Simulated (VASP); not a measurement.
# Ti3ZnH (Pm-3m) in VASP: a series of runs

One crystal, Ti3ZnH, is run at these levels: PBE, RPBE; tasks: relaxation of cell and atoms.

Everything below comes from runs of VASP 6.6.1. Logs are shortened: lines on timing, memory, paths and dates and some standing lists are left out, and cuts for length are marked.

## (1) Starting point

It takes space group Pm-3m (No. 221, cubic). Conventional cell: a = 4.047 Å, b = 4.047 Å, c = 4.047 Å, α = 90.00°, β = 90.00°, γ = 90.00°. Ti (site symmetry 4/mmm) is surrounded by 2 H at 2.02 Å. Around Zn (site symmetry m-3m) lie 12 Ti at 2.86 Å. H (site symmetry m-3m) is surrounded by 6 Ti at 2.02 Å.

The cell was built by a generator and needn't be a form met in nature.

## (2) Relaxation of cell and atoms, PBE

The input, INCAR:

```
PREC     = Accurate       # precision mode
ENCUT    = 600            # plane-wave cutoff, eV
EDIFF    = 1E-7           # SCF threshold, eV
ISMEAR   = 0              # smearing method
SIGMA    = 0.05           # smearing width, eV
LREAL    = False          # projectors in reciprocal space
LASPH    = True           # aspherical terms in the spheres
NELM     = 80             # most SCF steps
ALGO     = Normal         # electronic algorithm
ISIF     = 3              # what is computed and relaxed
LWAVE    = False          # write WAVECAR
LCHARG   = False          # write CHGCAR
GGA      = PE             # functional
IBRION   = 2              # ionic algorithm
NSW      = 40             # ionic steps
EDIFFG   = -0.005         # ionic threshold
```

The input, KPOINTS:

```
regular mesh
0
Gamma
  7 7 7
```

The input, POSCAR:

```
Ti3ZnH
1.0
    4.0472800000      0.0000000000      0.0000000000
    0.0000000000      4.0472800000      0.0000000000
    0.0000000000      0.0000000000      4.0472800000
Ti Zn H
3 1 1
Direct
    0.0000000000      0.5000000000      0.5000000000
    0.5000000000      0.5000000000      0.0000000000
    0.5000000000      0.0000000000      0.5000000000
    0.0000000000      0.0000000000      0.0000000000
    0.5000000000      0.5000000000      0.5000000000
```

Potentials or basis: VASP PAW PBE potentials, release 64 (Ti_sv, Zn, H).

Started as:

```sh
$ cat potpaw_PBE.64/Ti_sv/POTCAR potpaw_PBE.64/Zn/POTCAR potpaw_PBE.64/H/POTCAR > POTCAR
$ mpirun -np 1 vasp_std > vasp.out
```

OUTCAR:

```text
PREC = Accurate
   ENCUT = 600
   EDIFF = 1E-7
   ISMEAR = 0
   LREAL = False
   LASPH = True
   NELM = 80
   ISIF = 3
   GGA = PE
   IBRION = 2
   NSW = 40
   EDIFFG = -0.005

 ion  position               nearest neighbor table
   1  0.000  0.500  0.500-   2 2.86   3 2.86   4 2.86   2 2.86   4 2.86   3 2.86   4 2.86   4 2.86
                             2 2.86   3 2.86   2 2.86   3 2.86
   2  0.500  0.500  0.000-   1 2.86   3 2.86   4 2.86   1 2.86   3 2.86   3 2.86   4 2.86   3 2.86
                             1 2.86   4 2.86   1 2.86   4 2.86
   3  0.500  0.000  0.500-   1 2.86   2 2.86   4 2.86   2 2.86   4 2.86   1 2.86   2 2.86   2 2.86
                             1 2.86   4 2.86   4 2.86   1 2.86
   4  0.000  0.000  0.000-   1 2.86   2 2.86   3 2.86   1 2.86   3 2.86   1 2.86   2 2.86   1 2.86
                             2 2.86   3 2.86   3 2.86   2 2.86
   5  0.500  0.500  0.500-

  LATTYP: Found a simple cubic cell.
 ALAT       =     4.0472800000

  Lattice vectors:

 A1 = (   4.0472800000,   0.0000000000,   0.0000000000)
 A2 = (   0.0000000000,   4.0472800000,   0.0000000000)
 A3 = (   0.0000000000,   0.0000000000,   4.0472800000)

Analysis of symmetry for initial positions (statically):
=====================================================================
 Subroutine PRICEL returns:
 Original cell was already a primitive cell.

 Routine SETGRP: Setting up the symmetry group for a
 simple cubic supercell.

 Subroutine GETGRP returns: Found 48 space group operations
 (whereof 48 operations were pure point group operations)
 out of a pool of 48 trial point group operations.

The static configuration has the point symmetry O_h .

Analysis of symmetry for dynamics (positions and initial velocities):
=====================================================================
 Subroutine PRICEL returns:
 Original cell was already a primitive cell.

 Routine SETGRP: Setting up the symmetry group for a
 simple cubic supercell.

 Subroutine GETGRP returns: Found 48 space group operations
 (whereof 48 operations were pure point group operations)
 out of a pool of 48 trial point group operations.

The dynamic configuration has the point symmetry O_h .

 Subroutine INISYM returns: Found 48 space group operations
 (whereof 48 operations are pure point group operations),
 and found     1 'primitive' translations

----------------------------------------------------------------------------------------

[... 97 lines left out ...]
   IBRION =      2    ionic relax: 0-MD 1-quasi-New 2-CG
   NFREE  =      1    steps in history (QN), initial steepest desc. (CG)
   ISIF   =      3    stress and relaxation
   ISYM   =      2    0-nonsym 1-usesym 2-fastsym
   POTIM  = 0.5000    time-step for ionic-motion
   TEBEG  =    0.0;   TEEND  =   0.0 temperature during run
   PSTRESS=    0.0 pullay stress
   NELECT =      49.0000    total number of electrons
   NUPDOWN=      -1.0000    fix difference up-down
   EMIN   =  10.00;   EMAX   =-10.00  energy-range for DOS
   EFERMI =   0.00;   METHOD = LEGACY
   ISMEAR =     0;   SIGMA  =   0.05  broadening in eV -4-tet -1-fermi 0-gaus
   EFERMI_NEDOS =   21; number of points for ismear=-14 and -15
   IALGO  =     38    algorithm
   IMIX   =      4    mixing-type and parameters
     AMIX     =   0.40;   BMIX     =  1.00
     AMIX_MAG =   1.60;   BMIX_MAG =  1.00
  volume/ion in A,a.u.               =      13.26        89.48
  Fermi-wavevector in a.u.,A,eV,Ry     =   1.480165  2.797107 29.808866  2.190890
  Thomas-Fermi vector in A             =   2.594233
   LORBIT       =      0    0 simple, 1 ext, 2 COOP (PROOUT), +10 PAW based schemes
   GGA     = PE    functional components
   LHFCALC =     F    Hartree Fock is set to
   AEXX    =    0.0000 exact exchange contribution
   IVDW    =     0    specifies the selected vdW correction
   LEPSILON=     F    determine dielectric tensor
   LRPA    =     F    only Hartree local field effects (RPA)
 conjugate gradient relaxation of ions
 non-spin polarized calculation
 Gauss-broadening in eV      SIGMA  =   0.05
  energy-cutoff  :      600.00
  volume of cell :       66.30
 maximum number of plane-waves:      2248
   NGX = 17   NGY = 17   NGZ = 17

 number of electron      49.0000033 magnetization

 Free energy of the ion-electron system (eV)
  ---------------------------------------------------
  ext. energy  EPLUGINS =         0.00000000
  ---------------------------------------------------
  free energy    TOTEN  =       -29.29815944 eV

  energy without entropy =      -29.29240822  energy(sigma->0) =      -29.29528383

 E-fermi :   7.2523     XC(G=0): -11.7458

 val. band max:        7.2374230226   @ k =   0.4286   0.1429   0.0000
 cond. band min:       7.2674520839   @ k =   0.4286   0.2857   0.0000
 fundamental gap:      0.0300290613
 Fermi energy:         7.2523409514

 k-point     1 :       0.0000    0.0000    0.0000
  band No.  band energies     occupation
      1     -49.3885      2.00000
      2     -49.2384      2.00000
      3     -49.2384      2.00000
      4     -25.8492      2.00000
      5     -25.8492      2.00000
      6     -25.8492      2.00000
[... 629 lines left out ...]
     28       8.1353      0.00000
     29       9.1339      0.00000

------------------------ aborting loop because EDIFF is reached ----------------------------------------

  FORCE on cell =-STRESS in cart. coord.  units (eV):
  Direction    XX          YY          ZZ          XY          YZ          ZX
  --------------------------------------------------------------------------------------
  -------------------------------------------------------------------------------------
  Total        0.0054264      0.0054264      0.0054264     -0.0000000      0.0000000      0.0000000
  in kB        0.1311390      0.1311390      0.1311390     -0.0000000      0.0000000      0.0000000
  external PRESSURE =       0.1311390 kB  Pullay stress =       0.0000000 kB

 VOLUME and BASIS-vectors are now :
 -----------------------------------------------------------------------------
  energy-cutoff  :      600.00
  volume of cell :       66.30
      direct lattice vectors                 reciprocal lattice vectors
     4.047280000  0.000000000  0.000000000     0.247079520  0.000000000  0.000000000
     0.000000000  4.047280000  0.000000000     0.000000000  0.247079520  0.000000000
     0.000000000  0.000000000  4.047280000     0.000000000  0.000000000  0.247079520

 POSITION                                       TOTAL-FORCE (eV/Angst)
 -----------------------------------------------------------------------------------
      0.00000      2.02364      2.02364         0.000000      0.000000      0.000000
      2.02364      2.02364      0.00000         0.000000      0.000000      0.000000
      2.02364      0.00000      2.02364         0.000000      0.000000      0.000000
      0.00000      0.00000      0.00000         0.000000      0.000000      0.000000
      2.02364      2.02364      2.02364         0.000000      0.000000      0.000000
 -----------------------------------------------------------------------------------
    total drift:                                0.000000     -0.000000     -0.000000

  FREE ENERGIE OF THE ION-ELECTRON SYSTEM (eV)
  ---------------------------------------------------
  free  energy   TOTEN  =       -29.2981594359 eV

  energy  without entropy=      -29.2924082207  energy(sigma->0) =      -29.29528383

 reached required accuracy - stopping structural energy minimisation
```

Run time: 18 s. Hardware: 1 thread of Intel Xeon 6975P-C (Granite Rapids), shared host; peak memory 0.2 GiB.

What came out:

| Quantity | Value |
| --- | --- |
| Free energy | -29.2982 eV |
| Pressure after relaxing | 0.0 GPa |
| Band gap on the k mesh | none (metal or under the smearing width) |

Final structure:
```
Ti Zn H
1.0
     4.04728    0.00000    0.00000
     0.00000    4.04728    0.00000
     0.00000    0.00000    4.04728
Ti Zn H
3 1 1
Direct
  0.00000 0.50000 0.50000
  0.50000 0.50000 0.00000
  0.50000 0.00000 0.50000
  0.00000 0.00000 0.00000
  0.50000 0.50000 0.50000
```

Levels at points of the mesh, in eV from the Fermi level:
```
           k point  band 21  band 22  band 23  band 24  band 25  band 26  band 27  band 28
(0.00, 0.00, 0.00)    -1.00    -1.00    -0.96    -0.96     1.76     1.76     1.76     2.08
```

Caveat: the relaxation stopped at its first step, so nothing moved.

## (3) Relaxation of cell and atoms, RPBE

The input, INCAR:

```
SYSTEM = Ti3ZnH
ALGO = Normal ; EDIFF = 1E-6
EDIFFG = -0.005 ; ENCUT = 600
GGA = RP ; IBRION = 2
ISIF = 3 ; ISMEAR = 0
LASPH = .True. ; LCHARG = .False.
LREAL = .False. ; LWAVE = .False.
NELM = 100 ; NSW = 60
PREC = Accurate ; SIGMA = 0.05
```

The input, KPOINTS:

```
k-points
0
Gamma
  7 7 7
  0 0 0
```

POSCAR is that of step 2.

Potentials or basis: VASP PAW PBE potentials, release 64 (Ti_sv, Zn, H).

Started as:

```sh
$ cat potpaw_PBE.64/Ti_sv/POTCAR potpaw_PBE.64/Zn/POTCAR potpaw_PBE.64/H/POTCAR > POTCAR
$ mpirun -np 1 vasp_std > vasp.out
```

Run time: 44 s. Hardware: 1 thread of Intel Xeon 6975P-C (Granite Rapids), shared host; peak memory 0.2 GiB.

Results (log left out):

* Free energy: -27.6372 eV
* Relaxed volume: 13.65 Å³/atom
* Relaxed cell: a = 4.086 Å, b = 4.086 Å, c = 4.086 Å, α = 90.00°, β = 90.00°, γ = 90.00°
* Space group after relaxing (to 0.05 Å): Pm-3m (No. 221)
* Energy gained by relaxing: 3.9 meV/atom
* Ionic steps: 3
* Pressure after relaxing: 0.0 GPa
* Band gap on the k mesh: none (metal or under the smearing width)

The path:
```
step  energy change (eV)  largest force (eV/Å)  pressure (GPa)  volume (Å³)
   1              0.0000                0.0000            3.34        66.30
   2             -0.0169                0.0000           -1.19        68.98
   3             -0.0197                0.0000           -0.01        68.23
```

Final structure:
```
Ti Zn H
1.0
     4.08622    0.00000    0.00000
     0.00000    4.08622    0.00000
     0.00000    0.00000    4.08622
Ti Zn H
3 1 1
Direct
  0.00000 0.50000 0.50000
  0.50000 0.50000 0.00000
  0.50000 0.00000 0.50000
  0.00000 0.00000 0.00000
  0.50000 0.50000 0.50000
```

Levels at points of the mesh, in eV from the Fermi level:
| k point | band 20 | band 21 | band 22 | band 23 | band 24 | band 25 | band 26 | band 27 | band 28 | band 29 |
| --- | --- | --- | --- | --- | --- | --- | --- | --- | --- | --- |
| (0.00, 0.00, 0.00) | -0.97 | -0.97 | -0.97 | -0.94 | -0.94 | 1.66 | 1.66 | 1.66 | 2.00 | 2.00 |

Caveat: the PAW data sets were made with another functional, which shifts forces and pressure a little.
